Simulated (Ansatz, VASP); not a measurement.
**Cross-check of TiC between VASP and Ansatz**

Wanted: the spread between two codes on one cell, functional and k mesh. The cell is taken from a series of runs on this material, whose earlier steps may have relaxed, scaled, displaced or heated it; both programs get it as it stands.

Calculated with Ansatz 0.2.0; plane waves, with VASP 6.6.1 beside it; relaxation of cell and atoms at LDA.

## 1. Set-up

It takes space group Fm-3m (No. 225, cubic). Conventional cell: a = 4.261 Å, b = 4.261 Å, c = 4.261 Å, α = 90.00°, β = 90.00°, γ = 90.00°. Nearest to Ti lie 6 C at 2.13 Å. Nearest to C lie 6 Ti at 2.13 Å. Farther neighbours are not listed.

## 2. Ansatz: relaxation of cell and atoms, LDA, pair 1

Ansatz runs on its default PAW (the set named soft_2) files.

The relaxed volume is the usual yardstick between codes: in a stiff, nearly cubic crystal its relative difference is about their pressure difference at one cell divided by the bulk modulus.

File input.yaml:

```yaml
crystal:
  lattice:
    - [0.0, 2.1304114061, 2.1304114061]
    - [2.1304114061, 0.0, 2.1304114061]
    - [2.1304114061, 2.1304114061, 0.0]
  atoms:
    - { symbol: Ti, position: [0.0, 0.0, 0.0] }
    - { symbol: C, position: [0.5, 0.5, 0.5] }
kpoints:
  mp_grid: { grid: [16, 16, 16] }
hamiltonian:
  xc: lda
scf:
  occupations: { method: methfessel_paxton, width: 0.2 }
output:
  forces: true
  stress: true
  eigenvalues: true
relax:
  adjacent_minimum: "off"
  f_tol: 0.001
  max_steps: 60
  cell: { stress_tol: 0.01 }
```

On the command line:

```
$ ansatz run input.yaml --threads 8 --pin off --max-ram 16384MiB --backend cpu --events-out ev --progress --plain --runs-dir out
```

Numbers of over 12 decimals in the logs are rounded to 6 here.

The program printed:

```text
Engine: ansatz 0.2.0, aarch64-unknown-linux-gnu
Pseudopotentials: kind: paw
Pseudopotential: Ti, paw, valence charge 12, recommended cutoff 420 eV (normal), Ti.paw.azcp
Pseudopotential: C, paw, valence charge 4, recommended cutoff 420 eV (normal), C.paw.azcp
Functional definition: SPW92
  exchange = slater_x
  correlation = pw_c
Crystal: 2 atoms, lattice volume = 19.338 Å³
Basis set: ecut = 420 eV, 339 PW (Γ)
Bands: 12, of which v1, the nominal top of the filled ones, is band 8 counted from 1 (7 counted from 0)
Symmetry: 48 space group operations
Space group: Fm-3m (ITA 225), of the structure as read, at distance tolerance 2.7e-5 Å
k-points: 145 of 4096
Non-local potential: Ti, projectors of the file, l = 0: 3, l = 1: 2, l = 2: 3, l = 3: 1
Non-local potential: C, projectors of the file, l = 0: 2, l = 1: 2, l = 2: 1
PAW form: soft (Blöchl's): semilocal exchange-correlation on the pseudo side does not see the compensation charge
PAW frozen core: Ti, regenerated for the run's functional, and the local potential with it (the file was generated under x = pbe(κ = 0.804, μ = 0.219515), c = pbe(β = 0.066725))
PAW frozen core: C, regenerated for the run's functional, and the local potential with it (the file was generated under x = pbe(κ = 0.804, μ = 0.219515), c = pbe(β = 0.066725))
PAW one-centre angular grid: Ti, 590 points (default); XC on 64 Gauss nodes
PAW one-centre angular grid: C, 110 points (default); XC on 64 Gauss nodes
Initial density: superposition of atomic densities (neutral atoms: chi_scale 0, normalization atom), corrected by the library's trained network
Initial wavefunctions: pseudopotential atomic-orbital guess
Functional: x = slater, c = lda
SCF iter   1: F=—  HF=-2695.181286 eV  |F-HF|=—  |Δ(HF+E_count)|=         —  Δρ=1.03e-2  dr2=2.43e-2  ethr=1.77e-3  ⟨swp⟩=4.4  Hψ=8637  notcnv=0
preconditioner: auto → none  [metal: Δε(μ)=0.033 eV  Ē_g=8.070 eV  σ=0.200 eV  W_gap=0.14  n_scr=8 (ndim 8)  ℏωp=23.9 eV  f_vac=0.000  D(μ)=0.32/eV (n_scr^D=0)  sad-step TF]
SCF iter   2: F=—  HF=-2695.178761 eV  |F-HF|=—  |Δ(HF+E_count)|=   2.53e-3  S|Δr|=    0.00e0  Δρ=7.45e-3  dr2=1.38e-2  ethr=1.52e-4  ⟨swp⟩=1.0  Hψ=2900  notcnv=0
SCF iter   3: F=—  HF=-2695.176199 eV  |F-HF|=—  |Δ(HF+E_count)|=   2.56e-3  S|Δr|=    0.00e0  Δρ=7.68e-4  dr2=5.52e-5  ethr=8.64e-5  ⟨swp⟩=2.0  Hψ=1984  notcnv=0
SCF iter   4: F=—  HF=-2695.176160 eV  |F-HF|=—  |Δ(HF+E_count)|=   3.96e-5  S|Δr|=    0.00e0  Δρ=1.73e-4  dr2=1.20e-6  ethr=3.45e-7  ⟨swp⟩=2.0  Hψ=2900  notcnv=0
SCF iter   5: F=-2695.176159 eV  HF=-2695.176159 eV  |F-HF|=5.29e-9  |Δ(HF+E_count)|=   2.82e-7  S|Δr|=    0.00e0  Δρ=1.70e-5  dr2=1.64e-8  ethr=6.25e-10  ⟨swp⟩=5.2  Hψ=7736  notcnv=0
SCF 1 converged in 5 iterations: F = -2695.176159 eV  dr2 = 1.64e-8
  greatest PAW one-centre occupation: 0.999 electrons in one spin orbital (limit 2), on the Ti atom at site 0 (counted from 0), in its partial waves of l = 0
relax step   1: F+E_penalty+E_count = -2695.17615938 eV  Δ(F+E_penalty+E_count) = +0.000e0 eV  max|allowed force component| = 4.766e-30 eV/Å  Δτ_max = 0.0000 Å  P = -0.008 GPa  Ω = 19.338 Å³  (5 SCF iters, dr2 threshold 1.00e-7 eV, accepted)
Initial density: handed on by an earlier stage of this run
Initial wavefunctions: pseudopotential atomic-orbital guess (no wavefunctions were taken with the density)
iter 1 solved again at ethr=6.06e-10 eV; its pass at ethr=3.10e-3 eV (dr2=9.70e-8 eV) is discarded
SCF iter   1: F=—  HF=-2695.176159 eV  |F-HF|=—  |Δ(HF+E_count)|=         —  Δρ=1.70e-5  dr2=1.63e-8  ethr=6.06e-10  ⟨swp⟩=3.0  Hψ=13626  notcnv=0
preconditioner: auto → none  [metal: Δε(μ)=0.063 eV  Ē_g=8.122 eV  σ=0.200 eV  W_gap=0.26  n_scr=8 (ndim 8)  ℏωp=23.9 eV  f_vac=0.000  D(μ)=0.33/eV (n_scr^D=0)]
SCF iter   2: F=—  HF=-2695.176159 eV  |F-HF|=—  |Δ(HF+E_count)|=  5.42e-10  S|Δr|=    0.00e0  Δρ=8.32e-6  dr2=3.18e-9  ethr=1.02e-10  ⟨swp⟩=1.0  Hψ=1743  notcnv=0
SCF iter   3: F=—  HF=-2695.176159 eV  |F-HF|=—  |Δ(HF+E_count)|=  2.36e-10  S|Δr|=    0.00e0  Δρ=3.53e-7  dr2=1.53e-11  ethr=1.99e-11  ⟨swp⟩=1.1  Hψ=1767  notcnv=0
SCF iter   4: F=—  HF=-2695.176159 eV  |F-HF|=—  |Δ(HF+E_count)|=  1.82e-12  S|Δr|=    0.00e0  Δρ=7.62e-8  dr2=8.90e-13  ethr=1.00e-12  ⟨swp⟩=4.8  Hψ=5893  notcnv=0
SCF iter   5: F=-2695.176159 eV  HF=-2695.176159 eV  |F-HF|=0.00e0  |Δ(HF+E_count)|=    0.00e0  S|Δr|=    0.00e0  Δρ=1.04e-8  dr2=1.91e-14  ethr=1.00e-12  ⟨swp⟩=4.0  Hψ=5106  notcnv=0
SCF 2 converged in 5 iterations: F = -2695.176159 eV  dr2 = 1.91e-14
relax step   2: F+E_penalty+E_count = -2695.17615939 eV  Δ(F+E_penalty+E_count) = -5.160e-9 eV  max|allowed force component| = 3.320e-30 eV/Å  Δτ_max = 0.0000 Å  P = -0.009 GPa  Ω = 19.338 Å³  stress off target by 8.69e-3 GPa  SCF on the basis re-selected at this cell (its energy is not comparable with the rows above)  (5 SCF iters)
basis re-selected at this cell: Δ(F+E_penalty+E_count) = -5.160e-9 eV, ΔP = -0.000 GPa vs the last step (what re-selecting the basis moved, of the pressure what is left beyond the Pulay correction that the steps carried, after the strain that the cell walked since its last selection, with what the two solves' SCF thresholds leave and, on support functions, any second-order correction that the steps lacked; it is no m [...]
SCF converged after 5 iterations
Stability not checked: this state was not tested for a lower state beside it, because cold or Methfessel-Paxton smearing, or corrected tetrahedra, fill the levels in a way that the test cannot read (fill_not_monotonic; see scf.lower_state_search)
Free energy (F): -2695.176159 eV
Harris-Foulkes:  -2695.176159 eV  (|F-HF|=0.00e0)
Internal energy: -2695.175852 eV  (E = F + TS)
E sigma→0 (E₀):  -2695.176083 eV
Entropy (-TS):   -0.000307 eV (-0.154 meV/atom)
Fermi energy:    15.226273 eV
--- Per-component energies (eV) ---
  E_band       = -98.723511
  E_kinetic    = 364.954167
  E_local      = -750.563779  (includes V_loc(G=0)·N_el)
  E_nonlocal   = 37.161085
  E_hartree    = 305.811063
  E_xc         = -147.112032
  E_vxc        = -184.549618  (∫ρ·V_xc dr)
  E_paw        = -1089.460662  (= ΣΔE_a)
  E_vpaw       = -177.347594  (= ΣTr[D̂ρ^β])
  E_aug_tail   = 0.000102  (compensation charges beyond the density's cutoff)
  E_ewald      = -1416.354579
  E_core_change = 0.388783  (= ΣΔE_core)
  E_smearing   = -0.000307  (= −TS)
  E_closure    = -0.000000  (closes the sum)
  Σ components = -2695.176159   (vs F -2695.176159, Δ=0.00e0)
--- Forces (eV/Å), atoms counted from 1 ---
  atom   1  Ti    -0.00000000     0.00000000    -0.00000000
  atom   2  C      0.00000000    -0.00000000     0.00000000
  max |Σ_I F_I| component: 4.40e-30 eV/Å
--- Stress (GPa, compression-positive) ---
       -0.008694      -0.000000      -0.000000
       -0.000000      -0.008694      -0.000000
        0.000000      -0.000000      -0.008694
  P = ⅓ Tr σ = -0.0087 GPa (-0.087 kbar)
--- Band table (eV; the first three rows and the last of 145) ---
  k-point 0: bands = [... 4 lower, 2.7883, 15.8918, 15.8918, 15.8918, 16.9905, 16.9905, 16.9905, 17.0683]
  k-point 1: bands = [... 4 lower, 2.8836, 15.4436, 15.7029, 15.7029, 16.2936, 16.2936, 17.2389, 18.0923]
  k-point 2: bands = [... 4 lower, 3.1632, 14.5528, 14.9218, 14.9218, 16.3552, 16.3552, 17.5956, 19.2163]
  k-point 144: bands = [... 4 lower, 5.7868, 12.0302, 12.0302, 12.4271, 18.1696, 18.1696, 18.9730, 20.8159]
--- Relaxed structure (1 steps of the walk, 1 accepted, 1 SCFs on fresh bases) ---
  F+E_penalty+E_count = -2695.17615939 eV   max|allowed force component| = 3.320e-30 eV/Å   (the final SCF, on the basis selected at the relaxed cell)
  cell:  # Å, volume = 19.3384 Å³
    - [0.0, 2.1304114061, 2.1304114061]
    - [2.1304114061, 0.0, 2.1304114061]
    - [2.1304114061, 2.1304114061, 0.0]
  atoms:
    - { symbol: Ti, position: [0.0, 0.0, 0.0] }
    - { symbol: C, position: [0.5, 0.5, 0.5] }
```

The column dr2 measures how far the density is from self-consistency, as an energy; F and HF (Harris–Foulkes) agree once it is small.

## 3. VASP: relaxation of cell and atoms, LDA, pair 1

The same cell, functional (in two slightly different forms), mesh and smearing now go to VASP, with its own data sets.

Lines of VASP's logs that name or quote its potential files are left out, and so is its time.

File INCAR:

```
SYSTEM = TiC
PREC = Accurate
ENCUT = 600
EDIFF = 1E-07
NELM = 120
ISMEAR = 1
SIGMA = 0.2
LREAL = .FALSE.
ALGO = Normal
GGA = CA
NBANDS = 14
LASPH = .TRUE.
LORBIT = 11
LWAVE = .FALSE.
LCHARG = .FALSE.
ISIF = 3
IBRION = 2
NSW = 80
EDIFFG = -0.005
GGA_COMPAT = .FALSE.
NELMIN = 4
```

File POSCAR:

```
TiC
1.0
    0.0000000000      2.1304110000      2.1304110000
    2.1304110000      0.0000000000      2.1304110000
    2.1304110000      2.1304110000      0.0000000000
Ti C
1 1
Direct
    0.0000000000      0.0000000000      0.0000000000
    0.5000000000      0.5000000000      0.5000000000
```

File KPOINTS:

```
Automatic mesh
0
Gamma
16 16 16
0 0 0
```

Potentials, in the order of the species: Ti_sv and C (LDA family, release 64).

On the command line:

```
$ mpirun -np 1 vasp_std
```

The program printed:

```text
[banner, memory and clock lines left out]
running    1 mpi-ranks, on    1 nodes
 distrk:  each k-point on    1 cores,    1 groups
 distr:  one band on    1 cores,    1 groups

 POSCAR found type information on POSCAR TiC
 POSCAR found :  2 types and       2 ions
 LDA part: xc-table for (Slater(with rela. corr.)+CA(PZ))
 , standard interpolation
 POSCAR, INCAR and KPOINTS ok, starting setup
 FFT: planning ... GRIDC
 FFT: planning ... GRID_SOFT
 FFT: planning ... GRID
 WAVECAR not read
 entering main loop
       N       E                     dE             d eps       ncg     rms          rms(c)
DAV:   1     0.126116464130E+03    0.12612E+03   -0.88769E+03  4060   0.151E+03
DAV:   2    -0.173741568251E+02   -0.14349E+03   -0.13501E+03  4312   0.371E+02
DAV:   3    -0.256337390785E+02   -0.82596E+01   -0.80890E+01  5380   0.864E+01
DAV:   4    -0.259691226525E+02   -0.33538E+00   -0.33511E+00  5080   0.157E+01
DAV:   5    -0.259761751856E+02   -0.70525E-02   -0.70522E-02  5406   0.201E+00    0.190E+01
DAV:   6    -0.211698084120E+02    0.48064E+01   -0.13048E+01  5818   0.607E+01    0.687E+00
DAV:   7    -0.205837585603E+02    0.58605E+00   -0.22509E+00  4932   0.227E+01    0.536E+00
DAV:   8    -0.205535138290E+02    0.30245E-01   -0.11565E-01  4450   0.391E+00    0.345E+00
DAV:   9    -0.205416834381E+02    0.11830E-01   -0.10255E-01  5030   0.382E+00    0.678E-01
DAV:  10    -0.205410644972E+02    0.61894E-03   -0.10350E-02  5480   0.134E+00    0.635E-01
DAV:  11    -0.205392285064E+02    0.18360E-02   -0.48433E-03  4348   0.105E+00    0.151E-01
DAV:  12    -0.205392214293E+02    0.70771E-05   -0.36585E-04  4516   0.225E-01    0.465E-02
DAV:  13    -0.205392113129E+02    0.10116E-04   -0.18898E-05  5008   0.357E-02    0.627E-03
DAV:  14    -0.205392110122E+02    0.30074E-06   -0.61620E-07  5020   0.935E-03    0.273E-03
DAV:  15    -0.205392109560E+02    0.56209E-07   -0.91941E-08  3870   0.470E-03
   1 F= -.20539211E+02 E0= -.20539113E+02  d E =-.205392E+02
 curvature:   0.00 expect dE= 0.000E+00 dE for cont linesearch  0.000E+00
 trial: gam= 0.00000 g(F)=  0.126E-59 g(S)=  0.389E-03 ort = 0.000E+00 (trialstep = 0.100E+01)
 search vector abs. value=  0.389E-03
 bond charge predicted
       N       E                     dE             d eps       ncg     rms          rms(c)
DAV:   1    -0.205440748125E+02   -0.48638E-02   -0.99277E-02  4738   0.471E+00    0.707E-01
DAV:   2    -0.205400446090E+02    0.40302E-02   -0.15422E-02  4902   0.218E+00    0.223E-01
DAV:   3    -0.205389894767E+02    0.10551E-02   -0.21216E-03  5714   0.629E-01    0.840E-02
DAV:   4    -0.205389930119E+02   -0.35352E-05   -0.10784E-03  5446   0.320E-01    0.470E-02
DAV:   5    -0.205390708630E+02   -0.77851E-04   -0.86673E-05  4860   0.868E-02    0.189E-02
DAV:   6    -0.205391067401E+02   -0.35877E-04   -0.64294E-05  6354   0.378E-02    0.137E-02
DAV:   7    -0.205391150912E+02   -0.83510E-05   -0.15372E-05  4632   0.397E-02    0.149E-02
DAV:   8    -0.205391138320E+02    0.12592E-05   -0.54525E-06  4576   0.265E-02    0.197E-03
DAV:   9    -0.205391139115E+02   -0.79514E-07   -0.37494E-07  5454   0.372E-03
   2 F= -.20539114E+02 E0= -.20539013E+02  d E =0.970445E-04
 trial-energy change:    0.000097  1 .order    0.000089   -0.000389    0.000567
 step:   0.3949(harm=  0.4067)  dis= 0.00000  next Energy=   -20.539287 (dE=-0.763E-04)
 bond charge predicted
       N       E                     dE             d eps       ncg     rms          rms(c)
DAV:   1    -0.205410896939E+02   -0.19759E-02   -0.36400E-02  4744   0.284E+00    0.424E-01
DAV:   2    -0.205396084940E+02    0.14812E-02   -0.54397E-03  4910   0.130E+00    0.132E-01
DAV:   3    -0.205392429100E+02    0.36558E-03   -0.74541E-04  5704   0.368E-01    0.512E-02
DAV:   4    -0.205392425294E+02    0.38053E-06   -0.39436E-04  5452   0.195E-01    0.285E-02
DAV:   5    -0.205392709551E+02   -0.28426E-04   -0.32508E-05  4818   0.549E-02    0.105E-02
DAV:   6    -0.205392832048E+02   -0.12250E-04   -0.21760E-05  6322   0.217E-02    0.797E-03
DAV:   7    -0.205392864573E+02   -0.32525E-05   -0.51207E-06  4652   0.233E-02    0.880E-03
DAV:   8    -0.205392859437E+02    0.51362E-06   -0.20501E-06  4774   0.159E-02    0.131E-03
DAV:   9    -0.205392859622E+02   -0.18510E-07   -0.16586E-07  4658   0.254E-03
   3 F= -.20539286E+02 E0= -.20539187E+02  d E =-.750062E-04
 curvature:  -0.20 expect dE=-0.159E-08 dE for cont linesearch -0.159E-08
 trial: gam= 0.00000 g(F)=  0.447E-63 g(S)=  0.781E-08 ort =-0.174E-05 (trialstep = 0.879E+00)
 search vector abs. value=  0.791E-08
 reached required accuracy - stopping structural energy minimisation
```

From OUTCAR (step 3):

```text
ion  position               nearest neighbor table
   1  0.000  0.000  0.000-   2 2.13   2 2.13   2 2.13   2 2.13   2 2.13   2 2.13
   2  0.500  0.500  0.500-   1 2.13   1 2.13   1 2.13   1 2.13   1 2.13   1 2.13

  LATTYP: Found a face centered cubic cell.
 ALAT       =     4.2608220000

 Subroutine GETGRP returns: Found 48 space group operations
 (whereof 48 operations were pure point group operations)

The static configuration has the point symmetry O_h .

 Found    145 irreducible k-points:

   k-points           NKPTS =    145   k-points in BZ     NKDIM =    145   number of bands    NBANDS=     14

   dimension x,y,z NGX =    24 NGY =   24 NGZ =   24
   dimension x,y,z NGXF=    48 NGYF=   48 NGZF=   48

   ENCUT  =  600.0 eV  44.10 Ry    6.64 a.u.   6.02  6.02  6.02*2*pi/ulx,y,z

   NELECT =      16.0000    total number of electrons

 k-points in reciprocal lattice and weights: Automatic mesh
   0.00000000  0.00000000  0.00000000       0.000
   0.06250000  0.00000000  0.00000000       0.002
   0.12500000  0.00000000  0.00000000       0.002
   0.18750000  0.00000000  0.00000000       0.002
   0.25000000  0.00000000  0.00000000       0.002
   0.31250000  0.00000000  0.00000000       0.002
   0.37500000  0.00000000  0.00000000       0.002
   0.43750000  0.00000000  0.00000000       0.002
   0.50000000  0.00000000  0.00000000       0.001
[...]
-0.31250000  0.50000000  0.18750000       0.003
  -0.25000000  0.50000000  0.25000000       0.001

 average (electrostatic) potential at core
       1 -70.4827       2 -48.1760

 E-fermi :   9.7885

 k-point     1 :       0.0000    0.0000    0.0000
  band No.  band energies     occupation
      1     -45.9437      2.00000
      2     -22.3218      2.00000
      3     -22.3218      2.00000
      4     -22.3218      2.00000
      5      -2.6222      2.00000
      6      10.4473     -0.00003
      7      10.4473     -0.00003
      8      10.4473     -0.00003
      9      11.5505     -0.00000
     10      11.5505     -0.00000
    ...

 k-point     2 :       0.0625    0.0000    0.0000
  band No.  band energies     occupation
      1     -45.9401      2.00000
      2     -22.3461      2.00000
      3     -22.3240      2.00000
      4     -22.3240      2.00000
      5      -2.5274      2.00000
      6      10.0030     -0.06222
      7      10.2609     -0.00419
      8      10.2609     -0.00419
      9      10.8484     -0.00000
     10      10.8484     -0.00000
    ...

 k-point     3 :       0.1250    0.0000    0.0000
  band No.  band energies     occupation
    ...
      4     -22.3303      2.00000
      5      -2.2499      2.00000
      6       9.1164      2.00002
      7       9.4838      2.05320
      8       9.4838      2.05320
      9      10.9086     -0.00000
     10      10.9086     -0.00000
     11      12.1503     -0.00000
     12      13.7626     -0.00000
     13      13.7626     -0.00000
    ...

  Total       -0.0003285     -0.0003285     -0.0003285      0.0000000      0.0000000      0.0000000
  in kB       -0.0271587     -0.0271587     -0.0271587      0.0000000      0.0000000      0.0000000
  external PRESSURE =      -0.0271587 kB  Pullay stress =       0.0000000 kB

  energy-cutoff  :      600.00
  volume of cell :       19.38
      direct lattice vectors                 reciprocal lattice vectors
     0.000000000  2.131898180  2.131898180    -0.234532777  0.234532777  0.234532777
     2.131898180 -0.000000000  2.131898180     0.234532777 -0.234532777  0.234532777
     2.131898180  2.131898180  0.000000000     0.234532777  0.234532777 -0.234532777

 POSITION                                       TOTAL-FORCE (eV/Angst)
 -----------------------------------------------------------------------------------
      0.00000      0.00000      0.00000        -0.000000      0.000000     -0.000000
      2.13190      2.13190      2.13190         0.000000      0.000000      0.000000
 -----------------------------------------------------------------------------------
    total drift:                                0.000000     -0.000000     -0.000000

  FREE ENERGIE OF THE ION-ELECTRON SYSTEM (eV)
  ---------------------------------------------------
  free  energy   TOTEN  =       -20.5392859622 eV

  energy  without entropy=      -20.5389891141  energy(sigma->0) =      -20.53918701

 reached required accuracy - stopping structural energy minimisation

 total charge
# of ion       s       p       d       tot
------------------------------------------
    1        2.211   6.275   2.041  10.528
    2        0.891   1.528   0.000   2.419
--------------------------------------------------
tot          3.102   7.803   2.041  12.947

[... 3 further parts left out ...]
```

CONTCAR:

```
TiC
   1.00000000000000
     0.0000000000000000    2.1318981796719312    2.1318981796719312
     2.1318981796719312   -0.0000000000000000    2.1318981796719312
     2.1318981796719312    2.1318981796719312    0.0000000000000000
  Ti              C
     1     1
Direct
     0.0000000000000000    0.0000000000000000    0.0000000000000000
     0.5000000000000000    0.5000000000000000    0.5000000000000000
```

The run keeps the 48 symmetry operations of its start, so it cannot find a distortion of lower symmetry.

## 4. Side by side

Known differences besides the potentials themselves: the two LDA forms differ slightly; the cutoff is 420 eV in Ansatz and 600 eV in VASP; VASP's log shows a relativistic correction to its local exchange, Ansatz's none; Ansatz adds a Pulay correction to the stress that steers its cell, VASP none. Total energies have different zeros and are not compared.

Compared:

| quantity | Ansatz | VASP | difference |
| --- | --- | --- | --- |
| volume (Å³) | 19.34 | 19.38 | -0.21 % |
| edge a after relaxation, in the typed setting (Å) | 3.013 | 3.015 | -0.07 % |

[end of part 1 of 2]

[Lines on the potential files, build, host, timing and source positions are cut from VASP's logs without a mark.]

[Logs are printed without paths, hosts, clocks, repeated set-up lines and the standing remarks that a program may print on its own settings, such as how far it seeks lower states.]

[Hosts, paths, dates, database ids (printed as entryN), source tags and the programs' standing remarks are cut or masked in the printed files.]
